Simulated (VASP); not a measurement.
VASP input:

File KPOINTS:
```
K-points
0
Gamma
  10 10 10
```

POSCAR:
```
NaH
2.4290380
  0.0000000000   1.0000000554   1.0000000554
  0.9803922112   0.0000000000   1.0000000554
  0.9803922112   1.0000000554   0.0000000000
Na H
1 1
Cart
  0.0000000000   0.0000000000   0.0000000000
  0.9803922112   1.0000000554   1.0000000554
```

**INCAR**
```
SYSTEM = NaH
PREC = Accurate
ENCUT = 480
EDIFF = 1E-7
NELM = 100
ALGO = Normal
LREAL = .FALSE.
LASPH = .TRUE.
ISMEAR = 0
SIGMA = 0.05
METAGGA = R2SCAN
LMIXTAU = .TRUE.
LWAVE = .FALSE.
LCHARG = .FALSE.
ISIF = 2
```

POTCAR, in this order: Na_pv H (PBE.64 set). Program: vasp_std.

**Question.** Translate this r2SCAN calculation to Ansatz.

**Answer.** One equivalent input (not run):
Ansatz 0.2 input:
```yaml
crystal:
  lattice:
    - [0.0000000, 2.4290381, 2.4290381]
    - [2.3814099, 0.0000000, 2.4290381]
    - [2.3814099, 2.4290381, 0.0000000]
  atoms:
    - { symbol: Na, position: [0.0000000, 0.0000000, 0.0000000] }
    - { symbol: H, position: [0.5000000, 0.5000000, 0.5000000] }
kpoints:
  mp_grid: { grid: [10, 10, 10] }
hamiltonian:
  xc: r2scan
  pseudopotentials: { kind: paw }
scf:
  occupations: { method: gaussian, width: 0.05 }
  max_iter: 100
output: { forces: true, stress: true, eigenvalues: true }
```
What does not carry over: each code has its own PAW files, so the cut-off isn't converted (ENCUT is set for VASP's; basis.ecutwfc is left out, and Ansatz then takes the one that its files recommend); Ansatz stops its SCF on the density residual and VASP on the energy change (EDIFF).

The compound is NaH in the rock salt structure. This cell was strained or had an atom moved on purpose.
